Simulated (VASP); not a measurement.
```
CELL_PARAMETERS angstrom
      1.38210    -2.39387     0.00000
      1.38210     2.39387     0.00000
      0.00000     0.00000     4.36560
ATOMIC_POSITIONS crystal
  Ru 0.33333 0.66667 0.25000
  Ru 0.66667 0.33333 0.75000
```

Calculation: PBE GGA, VASP's PBE PAW potentials (set 64) (plane waves; VASP). Settings: 400 eV cut-off, 11×11×6 Γ-centred mesh, first-order Methfessel-Paxton smearing of 0.10 eV, potentials Ru_pv.

Energy and stress use the plane-wave basis of the starting cell.

### Question
The ions, cell shape and volume are relaxed. Predict the relaxed structure.

### Answer

```
CELL_PARAMETERS angstrom
      1.35863    -2.35321     0.00000
      1.35863     2.35321     0.00000
      0.00000     0.00000     4.29580
ATOMIC_POSITIONS crystal
  Ru 0.33333 0.66667 0.25000
  Ru 0.66667 0.33333 0.75000
```
Space group P6_3/mmc (194), at a tolerance of 0.03 Å.

### Question
How do energy and volume change from the first to the last step?

### Answer
The energy (σ→0) changes by -33.3 meV/atom and the volume by -4.9 %, in 9 ionic steps.

The compound is Ru in the hcp structure. This run relaxes it. Symmetry was kept, so distortions that lower it aren't found.
